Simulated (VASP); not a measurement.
# Pt2F (Fm-3m) in VASP: density of states with PW91+D4

Aim: the density of states of Pt2F with PW91+D4.

Program: VASP 6.6.1. These are calculated values, not measurements. Logs are shortened: lines on timing, memory, paths and dates and some standing lists are left out, and cuts for length are marked.

## Step 1: The structure

It takes space group Fm-3m (No. 225, cubic). Conventional cell: a = 5.705 Å, b = 5.705 Å, c = 5.705 Å, α = 90.00°, β = 90.00°, γ = 90.00°. Pt (site symmetry -43m) is surrounded by 4 F at 2.47 Å. F (site symmetry m-3m) is surrounded by 8 Pt at 2.47 Å.

The cell was built by a generator and needn't be a form met in nature.

## Step 2: Density of states, PW91+D4

run.py

```python
from ase.calculators.vasp import Vasp
from ase.dft.dos import DOS
from ase.io import read

atoms = read('POSCAR')
calc = Vasp(
    directory='calc',
    pp='PBE',
    setups='recommended',
    prec='High',
    encut=520,
    ediff=1e-07,
    ismear=0,
    sigma=0.1,
    lreal=False,
    lasph=True,
    nelm=60,
    algo='Fast',
    isif=2,
    lwave=False,
    lcharg=False,
    lmaxmix=4,
    gga='91',
    ivdw=13,
    vdw_s6=1.0,
    vdw_s8=0.77283111,
    vdw_a1=0.39581542,
    vdw_a2=4.93405761,
    lorbit=11,
    kpts=[8, 8, 8],
    gamma=True,
)
atoms.calc = calc

print('energy (eV):', atoms.get_potential_energy())
print('free energy (eV):', atoms.get_potential_energy(force_consistent=True))
print('forces (eV/A):')
print(atoms.get_forces())
print('stress (eV/A^3, Voigt):', atoms.get_stress())
print('Fermi level (eV):', calc.get_fermi_level())
dos = DOS(calc, width=0.2, window=(-10, 10), npts=201)
print('E - E_F (eV), DOS (1/eV)')
for e, g in zip(dos.get_energies(), dos.get_dos()):
    print(f'{e:8.3f} {g:10.4f}')
```

POSCAR

```
Pt2F
1.0
    0.0000000000      2.8524300000      2.8524300000
    2.8524300000      0.0000000000      2.8524300000
    2.8524300000      2.8524300000      0.0000000000
Pt F
2 1
Direct
    0.2500000000      0.2500000000      0.2500000000
    0.7500000000      0.7500000000      0.7500000000
    0.0000000000      0.0000000000      0.0000000000
```

Potentials or basis: VASP PAW PBE potentials, release 64 (Pt, F).

Command:

```console
python run.py
```

Log:

```text
energy (eV): -13.02775433
free energy (eV): -13.04859087
forces (eV/A):
[[-0. -0.  0.]
 [ 0. -0. -0.]
 [ 0.  0. -0.]]
stress (eV/A^3, Voigt): [ 0.01930707  0.01930707  0.01930707 -0.         -0.          0.        ]
Fermi level (eV): 6.24134687
E - E_F (eV), DOS (1/eV)
 -10.000     0.0000
  -9.900     0.0000
  -9.800     0.0000
  -9.700     0.0000
  -9.600     0.0000
  -9.500     0.0000
  -9.400     0.0000
  -9.300     0.0000
  -9.200     0.0000
  -9.100     0.0000
  -9.000     0.0000
  -8.900     0.0000
  -8.800     0.0000
  -8.700     0.0000
  -8.600     0.0000
  -8.500     0.0000
  -8.400     0.0000
  -8.300     0.0000
  -8.200     0.0000
  -8.100     0.0000
  -8.000     0.0000
  -7.900     0.0000
  -7.800     0.0000
  -7.700     0.0001
  -7.600     0.0010
  -7.500     0.0087
  -7.400     0.0491
  -7.300     0.1902
  -7.200     0.5192
  -7.100     1.0350
  -7.000     1.6251
  -6.900     2.2465
  -6.800     2.8875
  -6.700     3.2912
  -6.600     3.2664
  -6.500     3.1135
  -6.400     3.2992
  -6.300     4.1306
  -6.200     5.4931
  -6.100     6.6035
  -6.000     6.7026
  -5.900     5.8567
  -5.800     4.5196
  -5.700     2.9608
  -5.600     1.5026
  -5.500     0.5427
  -5.400     0.1326
  -5.300     0.0236
  -5.200     0.0089
  -5.100     0.0107
  -5.000     0.0102
  -4.900     0.0074
  -4.800     0.0114
  -4.700     0.0354
  -4.600     0.0824
  -4.500     0.1280
  -4.400     0.1417
  -4.300     0.1426
  -4.200     0.2111
  -4.100     0.4224
  -4.000     0.7683
  -3.900     1.2096
  -3.800     1.7685
  -3.700     2.3985
  -3.600     2.9779
  -3.500     3.6428
  -3.400     4.5676
  -3.300     5.3327
  -3.200     5.4159
  -3.100     5.1162
  -3.000     4.8887
  -2.900     4.4714
  -2.800     3.6091
  -2.700     2.7266
  -2.600     2.4386
  -2.500     2.8503
  -2.400     3.2940
  -2.300     3.2520
  -2.200     3.1919
  -2.100     3.4269
  -2.000     3.5385
  -1.900     3.5454
  -1.800     4.0418
  -1.700     5.2073
  -1.600     6.6074
  -1.500     7.5299
  -1.400     7.5224
  -1.300     6.9106
  -1.200     6.3878
  -1.100     6.1475
  -1.000     6.0189
  -0.900     5.8891
  -0.800     5.4749
  -0.700     4.6642
  -0.600     3.9793
  -0.500     4.1894
  -0.400     5.4417
  -0.300     6.9873
  -0.200     8.0469
  -0.100     8.2562
   0.000     7.4264
   0.100     5.6900
   0.200     3.6155
   0.300     1.9695
   0.400     1.2479
   0.500     1.2670
   0.600     1.5195
   0.700     1.6928
   0.800     1.6174
   0.900     1.3382
   1.000     1.0789
   1.100     0.8267
   1.200     0.5148
   1.300     0.3099
   1.400     0.3258
   1.500     0.4436
   1.600     0.4940
   1.700     0.4394
   1.800     0.3677
   1.900     0.3392
   2.000     0.3359
   2.100     0.4496
   2.200     0.8066
   2.300     1.1551
   2.400     1.0640
   2.500     0.6311
   2.600     0.3035
   2.700     0.2231
   2.800     0.2975
   2.900     0.4784
   3.000     0.6743
   3.100     0.7529
   3.200     0.7708
   3.300     0.8929
   3.400     1.0753
   3.500     1.0776
   3.600     0.8486
   3.700     0.6608
   3.800     0.7013
   3.900     0.8337
   4.000     0.8584
   4.100     0.7256
   4.200     0.5131
   4.300     0.3347
   4.400     0.2639
   4.500     0.3588
   4.600     0.6724
   4.700     1.1205
   4.800     1.4325
   4.900     1.3635
   5.000     0.9688
   5.100     0.5999
   5.200     0.5057
   5.300     0.6174
   5.400     0.7427
   5.500     0.7315
   5.600     0.5755
   5.700     0.4161
   5.800     0.3937
   5.900     0.4774
   6.000     0.4934
   6.100     0.3805
   6.200     0.2641
   6.300     0.2447
   6.400     0.3214
   6.500     0.5037
   6.600     0.7723
   6.700     0.9676
   6.800     0.9031
   6.900     0.6372
   7.000     0.4534
   7.100     0.5165
   7.200     0.7212
   7.300     0.8534
   7.400     0.7853
   7.500     0.5520
   7.600     0.3194
   7.700     0.2271
   7.800     0.2726
   7.900     0.3559
   8.000     0.3933
   8.100     0.3793
   8.200     0.3178
   8.300     0.2271
   8.400     0.1698
   8.500     0.1915
   8.600     0.3153
   8.700     0.4772
   8.800     0.5014
   8.900     0.3377
   9.000     0.1435
   9.100     0.0418
   9.200     0.0243
   9.300     0.0503
   9.400     0.0825
   9.500     0.0831
   9.600     0.0508
   9.700     0.0188
   9.800     0.0043
   9.900     0.0011
  10.000     0.0039
```

It took 31 s on 1 thread of Intel Xeon Platinum 8259CL at 2.50GHz (Skylake/Cascade Lake), shared host; peak memory 0.15 GiB.

What came out:

```
Free energy                                           : -13.0486 eV
Pressure                                              : -3.1 GPa
Band gap on the k mesh                                : none (metal or under the smearing width)
Valence electrons inside the program's atomic spheres : Pt 8.86; F 6.00
Dispersion energy per atom                            : -0.338 eV
```

Levels at points of the mesh, in eV from the Fermi level:
| k point | band 10 | band 11 | band 12 | band 13 | band 14 | band 15 | band 16 | band 17 |
| --- | --- | --- | --- | --- | --- | --- | --- | --- |
| (0.00, 0.00, 0.00) | -1.04 | -0.04 | -0.04 | -0.04 | 1.15 | 1.15 | 7.98 | 7.98 |
| (0.50, 0.00, 0.00) | -1.53 | -1.53 | -1.51 | -0.65 | -0.10 | -0.10 | 1.58 | 10.68 |
| (0.50, 0.50, 0.00) | -1.22 | -0.91 | -0.91 | 0.11 | 1.06 | 2.32 | 3.80 | 6.63 |

States per cell in windows of 1 eV (zero at the Fermi level; states under -8 eV left out):
| from (eV) | total | Pt1_d | Pt2_d | F3_p | Pt1_s | Pt2_s | Pt1_p |
| --- | --- | --- | --- | --- | --- | --- | --- |
| -8.0 | 0.19 | 0.01 | 0.01 | 0.07 | 0.02 | 0.02 | 0.00 |
| -7.0 | 3.87 | 0.29 | 0.29 | 1.88 | 0.19 | 0.19 | 0.06 |
| -6.0 | 1.95 | 0.14 | 0.14 | 1.14 | 0.01 | 0.01 | 0.04 |
| -5.0 | 0.11 | 0.03 | 0.03 | 0.00 | 0.01 | 0.01 | 0.00 |
| -4.0 | 3.49 | 1.41 | 1.41 | 0.08 | 0.07 | 0.07 | 0.03 |
| -3.0 | 3.42 | 1.25 | 1.25 | 0.17 | 0.09 | 0.09 | 0.05 |
| -2.0 | 5.84 | 2.36 | 2.36 | 0.37 | 0.07 | 0.07 | 0.06 |
| -1.0 | 6.06 | 2.50 | 2.50 | 0.52 | 0.07 | 0.07 | 0.04 |
| 0.0 | 2.34 | 0.90 | 0.90 | 0.19 | 0.06 | 0.06 | 0.04 |
| 1.0 | 0.49 | 0.08 | 0.08 | 0.05 | 0.06 | 0.06 | 0.03 |
| 2.0 | 0.56 | 0.06 | 0.06 | 0.07 | 0.08 | 0.08 | 0.05 |
| 3.0 | 0.86 | 0.09 | 0.09 | 0.10 | 0.14 | 0.14 | 0.07 |
| 4.0 | 0.83 | 0.08 | 0.08 | 0.07 | 0.13 | 0.13 | 0.08 |
| 5.0 | 0.44 | 0.04 | 0.04 | 0.03 | 0.05 | 0.05 | 0.06 |
| 6.0 | 0.59 | 0.04 | 0.04 | 0.04 | 0.03 | 0.03 | 0.12 |
| 7.0 | 0.48 | 0.03 | 0.03 | 0.02 | 0.02 | 0.02 | 0.11 |

Caveat: the PAW data sets were made with another functional, which shifts forces and pressure a little; an odd number of electrons without spin polarisation forces a metal; a magnetic or distorted state may lie lower; pairwise dispersion overbinds metals, which lowers pressure and volume. Spin-orbit coupling is left out, which matters for the levels of Pt.

## Step 3: The reference run

An earlier run on the cell as given: functional PBE; potentials or basis VASP PAW PBE potentials, release 64 (Pt, F); cutoff 520 eV; k mesh 8 × 8 × 8; occupations fermi-dirac, width 0.05 eV; no spin polarisation.

* Pressure: -0.3 GPa
* Band gap on the k mesh: none (metal or under the smearing width)
